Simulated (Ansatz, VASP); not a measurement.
# Ti19Si56O54 (amorphous TiO2 against Si(100), 6.0 A): VASP beside Ansatz, part 2 of 2

One calculation is typed for both programs; each brings its own data sets. How far apart do they land? Of the first pair: The structure shown is the start of the Ansatz relaxation below; VASP solves that cell, so the two are compared at the walk's first step.

VASP 6.6.1 and Ansatz 0.2.0.

So far. Step 4 (Differences): The forces differ by 30 meV/Å r.m.s., which is 7.3 % of the r.m.s. force of 0.418 eV/Å (both taken over all components).

## Step 5: Ansatz: relaxation, PBE

Level of this step: Ansatz beside VASP: Kohn-Sham DFT, plane waves, PBE (Ansatz).

This run makes the geometry at which the two programs are then compared. The cell compared in this pair holds 2004.72 Å³, against 1992.04 Å³ for the pair before.

The structure compared here is the end of the Ansatz relaxation.

Contents of input.yaml:

```yaml
crystal:
  lattice:
    - [10.9, 0.0, 0.0]
    - [0.0, 10.9, 0.0]
    - [0.0, 0.0, 16.76657]
  atoms:
    - { symbol: Si, position: [0.00366, 0.99398, 0.29277] }
    - { symbol: Si, position: [0.11425, 0.1383, 0.0481] }
    - { symbol: Si, position: [0.0075, 0.25965, 0.13989] }
    - { symbol: Si, position: [0.13975, 0.37488, 0.2168] }
    - { symbol: Si, position: [0.24447, 0.99884, 0.12633] }
    - { symbol: Si, position: [0.37567, 0.11892, 0.21159] }
    - { symbol: Si, position: [0.25535, 0.24131, 0.29636] }
    - { symbol: Si, position: [0.41211, 0.39635, 0.04615] }
    - { symbol: Si, position: [0.12975, 0.11117, 0.3754] }
    - { symbol: Si, position: [0.01046, 0.2415, 0.45811] }
    - { symbol: Si, position: [0.15581, 0.33185, 0.56556] }
    - { symbol: Si, position: [0.24338, 0.9755, 0.4614] }
    - { symbol: Si, position: [0.33815, 0.11945, 0.54557] }
    - { symbol: Si, position: [0.37937, 0.36561, 0.37874] }
    - { symbol: Si, position: [0.00951, 0.49692, 0.2945] }
    - { symbol: Si, position: [0.15279, 0.67726, 0.98216] }
    - { symbol: Si, position: [0.98792, 0.7649, 0.12653] }
    - { symbol: Si, position: [0.129, 0.86987, 0.21238] }
    - { symbol: Si, position: [0.26187, 0.49434, 0.1303] }
    - { symbol: Si, position: [0.38306, 0.62171, 0.21275] }
    - { symbol: Si, position: [0.25455, 0.7428, 0.29424] }
    - { symbol: Si, position: [0.35806, 0.86538, 0.04204] }
    - { symbol: Si, position: [0.13151, 0.61836, 0.37647] }
    - { symbol: Si, position: [0.99879, 0.74102, 0.45279] }
    - { symbol: Si, position: [0.11534, 0.84619, 0.55434] }
    - { symbol: Si, position: [0.25356, 0.4908, 0.4604] }
    - { symbol: Si, position: [0.40425, 0.60023, 0.53767] }
    - { symbol: Si, position: [0.37782, 0.86654, 0.37681] }
    - { symbol: Si, position: [0.49886, 0.99418, 0.29477] }
    - { symbol: Si, position: [0.64323, 0.14961, 0.04947] }
[... 93 atom lines left out ...]
    - { symbol: O, position: [0.24071, 0.61414, 0.77201] }
    - { symbol: O, position: [0.54035, 0.66914, 0.7067] }
    - { symbol: O, position: [0.48941, 0.77304, 0.85799] }
    - { symbol: O, position: [0.35891, 0.17536, 0.86109] }
    - { symbol: O, position: [0.03936, 0.34185, 0.63063] }
    - { symbol: O, position: [0.79534, 0.6362, 0.72539] }
kpoints:
  mp_grid: { grid: [1, 1, 1] }
hamiltonian:
  xc: pbe
scf:
  occupations: { method: fermi_dirac, width: 0.025 }
output:
  forces: true
relax:
  f_tol: 0.08
  max_steps: 90
  cell: { fix: [a, b, alpha, beta, gamma] }
```

Run with:

```
$ ansatz run input.yaml --threads 8 --pin off --max-ram 15872MiB --backend cpu --events-out ev --progress --plain --runs-dir out
```

Numbers of over 12 decimals in the logs are rounded to 6 here.

The program printed:

```text
[...]
Crystal: 129 atoms, lattice volume = 1992.036 Å³
Basis set: ecut = 420 eV, 38849 PW (Γ), exchange–correlation on 150×150×240 points (8 copies of the dense FFT grid, shifted against one another)
Bands: 517, of which v1, the nominal top of the filled ones, is band 388 counted from 1 (387 counted from 0)
Symmetry: 1 space group operations
[...]
k-points: 1
[...]
- { symbol: O, position: [0.773844, 0.747599, 0.047678] }
    - { symbol: O, position: [0.173343, 0.557979, 0.940209] }
    - { symbol: O, position: [0.866898, 0.066769, 0.636070] }
    - { symbol: O, position: [0.747874, 0.264263, 0.043163] }
    - { symbol: O, position: [0.595616, 0.330774, 0.856487] }
    - { symbol: O, position: [0.196770, 0.174205, 0.975776] }
    - { symbol: O, position: [0.910645, 0.537144, 0.603447] }
[...]
- { symbol: O, position: [0.491070, 0.770139, 0.856828] }
    - { symbol: O, position: [0.374656, 0.181590, 0.885475] }
    - { symbol: O, position: [0.067190, 0.344074, 0.635410] }
    - { symbol: O, position: [0.763083, 0.623925, 0.717292] }
```

## Step 6: VASP: single point, PBE, relaxed cell, pair 2

The same cell, functional, mesh and smearing now go to VASP, with its own data sets.

Contents of INCAR:

```
SYSTEM = Ti19Si56O54
PREC = Accurate
ENCUT = 600
EDIFF = 1E-06
NELM = 120
ISMEAR = -1
SIGMA = 0.025
LREAL = Auto
ALGO = Normal
GGA = PE
NBANDS = 480
LASPH = .TRUE.
LORBIT = 11
LWAVE = .FALSE.
LCHARG = .FALSE.
ISIF = 2
GGA_COMPAT = .FALSE.
EFERMI = MIDGAP
NCORE = 4
```

Contents of POSCAR:

```
Ti19Si56O54
1.0
   10.9000000000      0.0000000000      0.0000000000
    0.0000000000     10.9000000000      0.0000000000
    0.0000000000      0.0000000000     16.8733140000
Si Ti O
56 19 54
Direct
    0.0095900000      0.9794700000      0.2884100000
    0.1131700000      0.1320400000      0.0510800000
    0.0128100000      0.2585200000      0.1401900000
    0.1445200000      0.3665200000      0.2219400000
    0.2372900000      0.9908800000      0.1284500000
    0.3729000000      0.1112900000      0.2096400000
    0.2587200000      0.2288100000      0.3001100000
    0.4088400000      0.4181000000      0.0574100000
    0.1275600000      0.1013500000      0.3769700000
    0.0300300000      0.2360900000      0.4669600000
    0.1894300000      0.3502300000      0.5726700000
    0.2433100000      0.9683300000      0.4600600000
    0.3471800000      0.1049700000      0.5417700000
    0.3809000000      0.3570900000      0.3822200000
    0.0052100000      0.4735600000      0.3004900000
    0.1472100000      0.6972600000      0.9741500000
    0.0746400000      0.6713000000      0.1402800000
    0.1382300000      0.8492000000      0.2129000000
    0.2439300000      0.5137200000      0.1402500000
    0.3901900000      0.6185000000      0.2159600000
    0.2617900000      0.7317600000      0.3007600000
    0.3554300000      0.8616400000      0.0484200000
    0.1294300000      0.5999000000      0.3761200000
    0.9945400000      0.7238300000      0.4461800000
    0.1116300000      0.8340300000      0.5316400000
    0.2505100000      0.4826300000      0.4623800000
    0.4038000000      0.5994700000      0.5252500000
    0.3830400000      0.8610000000      0.3788900000
    0.5004800000      0.9814200000      0.2884100000
    0.6372700000      0.1655000000      0.0588700000
[... 93 atom lines left out ...]
    0.2328200000      0.6234300000      0.7688900000
    0.5091500000      0.6337400000      0.6999500000
    0.4910700000      0.7701400000      0.8568300000
    0.3746600000      0.1815900000      0.8854700000
    0.0671900000      0.3440700000      0.6354100000
    0.7630800000      0.6239300000      0.7172900000
```

Contents of KPOINTS:

```
Automatic mesh
0
Gamma
1 1 1
0 0 0
```

Potentials, in the order of the species: Si, Ti_sv and O (PBE family, release 64).

Run with:

```
$ mpirun -np 16 vasp_gam
```

The program printed:

```text
[... set-up lines as in an earlier step ...]
 entering main loop
       N       E                     dE             d eps       ncg     rms          rms(c)
DAV:   1     0.110806444994E+05    0.11081E+05   -0.44436E+05   960   0.189E+03
DAV:   2     0.113082064423E+04   -0.99498E+04   -0.93852E+04  1000   0.509E+02
DAV:   3    -0.915122448159E+03   -0.20459E+04   -0.19686E+04  1240   0.214E+02
DAV:   4    -0.110465614496E+04   -0.18953E+03   -0.18806E+03  1312   0.690E+01
[...]
DAV:  26    -0.934332816467E+03   -0.85554E-05   -0.10202E-04  1352   0.250E-02    0.195E-02
DAV:  27    -0.934332819811E+03   -0.33438E-05   -0.37494E-05  1376   0.139E-02    0.127E-02
DAV:  28    -0.934332820722E+03   -0.91094E-06   -0.71543E-06  1136   0.766E-03
   1 F= -.93433282E+03 E0= -.93431653E+03  d E =-.325830E-01
```

From OUTCAR (step 6):

```text
  FREE ENERGIE OF THE ION-ELECTRON SYSTEM (eV)
  ---------------------------------------------------
  free  energy   TOTEN  =      -934.3328207222 eV

  energy  without entropy=     -934.3002377105  energy(sigma->0) =     -934.31652922

[... 1 part as in an earlier step ...]
```

The run ends at a pressure of 1.29 GPa, with forces up to 0.15 eV/Å.

## Step 7: Side by side

What differs besides the data sets and the points named for the pairs above, as far as they apply: the cutoff is 420 eV in Ansatz and 600 eV in VASP (PREC = Accurate, projectors in real space). Total energies have different zeros and are not compared.

The two programs side by side:

```csv
quantity,Ansatz,VASP,difference
pressure (GPa),1.20,1.29,-0.09
gap on the k mesh (eV),0.121,0.121,+0.001
```

Forces on 7 of the 129 atoms, those with the largest forces and the largest differences (eV/Å; atoms numbered as in POSCAR):

```
atom         Ansatz x, y, z           VASP x, y, z
 Si2   -0.005, 0.007, 0.007    0.011, 0.000, 0.107
Ti58   0.039, -0.005, 0.027  0.115, -0.006, -0.024
Ti61  -0.005, -0.011, 0.025  -0.004, -0.066, 0.069
Ti63  0.017, -0.021, -0.011   0.024, 0.099, -0.088
Ti68  -0.035, 0.008, -0.013  -0.077, 0.030, -0.101
O111  -0.013, -0.024, 0.013  -0.097, -0.077, 0.081
O117   -0.001, 0.000, 0.001  -0.112, -0.059, 0.005
```

The forces differ by 28 meV/Å r.m.s., where the r.m.s. force is 0.008 eV/Å in Ansatz and 0.030 eV/Å in VASP: the atoms lie near their places of rest in Ansatz, so a percentage would say little (all taken over all components). A gap on the mesh is an upper bound, since the band edges may lie between its points.

## Step 8: Summary of results

- r.m.s. force difference (single point, PBE, start cell, pair 1): 7.3 % of the r.m.s. force
- r.m.s. force difference (single point, PBE, relaxed cell, pair 2): 28 meV/Å

**Reading.** The r.m.s. force difference is 7.3 % of the r.m.s. force (single point, PBE, start cell, pair 1), beyond the 3 % picked in this series as the mark of a large difference. What causes the difference of the single point, PBE, start cell, pair 1 pair stays open here. What causes the difference of the single point, PBE, relaxed cell, pair 2 pair stays open here. How closely two codes agree says nothing of how well the functional describes the real material.

[Lines on the potential files, build, host, timing and source positions are cut from VASP's logs without a mark.]

[Logs are printed without paths, hosts, clocks, repeated set-up lines and the standing remarks that a program may print on its own settings, such as how far it seeks lower states.]

[Hosts, paths, dates, database ids (printed as entryN), source tags and the programs' standing remarks are cut or masked in the printed files.]
